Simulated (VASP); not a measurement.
A VASP calculation is set up with these files.

**POSCAR**
```
BaO
3.9213380
  0.0000000000   0.7071068318   0.7071068318
  0.7071068318   0.0000000000   0.7071068318
  0.7071068318   0.7071068318   0.0000000000
Ba O
1 1
Cartesian
  0.7071068318   0.7071068318   0.0000000000
  0.7071068318   0.7071068318   0.7071068318
```

### KPOINTS
```
Automatic mesh
0
Gamma
9 9 9
0 0 0
```

**INCAR**
```
AGGAC=0.0
ALGO=Normal
EDIFF=1E-7
ENCUT=520
GGA=CX
ISIF=2
ISMEAR=-5
LASPH=.True.
LCHARG=.True.
LMAXMIX=4
LORBIT=11
LREAL=.False.
LUSE_VDW=.True.
LWAVE=.False.
NEDOS=601
NELM=100
PREC=Accurate
SYSTEM=BaO
```

POTCAR, in this order: Ba_sv O (PBE.64 set). Program: vasp_std.

Problem. Translate this vdW-DF-cx calculation to Quantum ESPRESSO's pw.x.

Solution. One equivalent input (not run):
```
&CONTROL
  calculation = 'scf'
  pseudo_dir = './pseudo'
  outdir = './out'
  tprnfor = .true.
  tstress = .true.
/
&SYSTEM
  ibrav = 0
  nat = 2
  ntyp = 2
  ecutwfc = 84
  occupations = 'tetrahedra'
  input_dft = 'vdw-df-cx'
/
&ELECTRONS
  conv_thr = 7.3e-09
  electron_maxstep = 100
/
ATOMIC_SPECIES
  Ba 137.327 Ba.upf
  O 15.999 O.upf
CELL_PARAMETERS angstrom
    -0.0000000    2.7728049    2.7728049
     2.7728049    0.0000000    2.7728049
     2.7728049    2.7728049    0.0000000
ATOMIC_POSITIONS crystal
  Ba   0.0000000  0.0000000  1.0000000
  O    0.5000000  0.5000000  0.5000000
K_POINTS automatic
  9 9 9 0 0 0
```
What does not carry over: the potentials are each code's own (VASP's PAW set, PseudoDojo norm-conserving files in pw.x), so ENCUT and ecutwfc are chosen apart and not converted; conv_thr bounds pw.x's estimated SCF error, while EDIFF bounds the energy change between steps.

The compound is BaO in the rock salt structure. It was relaxed first.
